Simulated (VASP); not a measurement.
Crystal: Ge.

```
Ge
1.0
     0.00000    2.82891    2.82891
     2.82891    0.00000    2.82891
     2.82891    2.82891    0.00000
Ge
2
Cartesian
  0.0000 0.0000 0.0000
  1.4145 1.4145 1.4145
```

| Item | Value |
| --- | --- |
| Program | VASP 6.6.1 |
| Task | relaxation of cell and atoms |
| Functional | PBE |
| Dispersion | D3(BJ) |
| Potentials or basis | VASP PAW PBE potentials, release 64 (Ge_d) |
| Cutoff | 600 eV |
| k mesh | 10 × 10 × 10 |
| Occupations | gaussian, width 0.03 eV |
| Spin | no spin polarisation |

At the start: pressure 1.4 GPa; volume 22.64 Å³/atom.

Question: Where does the relaxation end?

Answer: Over 4 steps the energy falls by 2.2 meV/atom and the volume is 23.14 Å³/atom (+2.2 %); space group Fd-3m (No. 227, to 0.05 Å).

The path:
```csv
step,energy change (eV),largest force (eV/Å),pressure (GPa),volume (Å³)
1,0.0000,0.0000,1.38,45.28
2,-0.0041,0.0000,-0.09,46.57
3,-0.0044,0.0000,-0.18,46.41
4,-0.0044,0.0000,0.00,46.27
```

Final structure:
```yaml
crystal:
  lattice:
    - [0.00000, 2.84951, 2.84951]
    - [2.84951, 0.00000, 2.84951]
    - [2.84951, 2.84951, 0.00000]
  atoms:
    - { symbol: Ge, position: [0.00000, 0.00000, 0.00000] }
    - { symbol: Ge, position: [0.25000, 0.25000, 0.25000] }
```

Caveat: pairwise dispersion overbinds metals, which lowers pressure and volume.
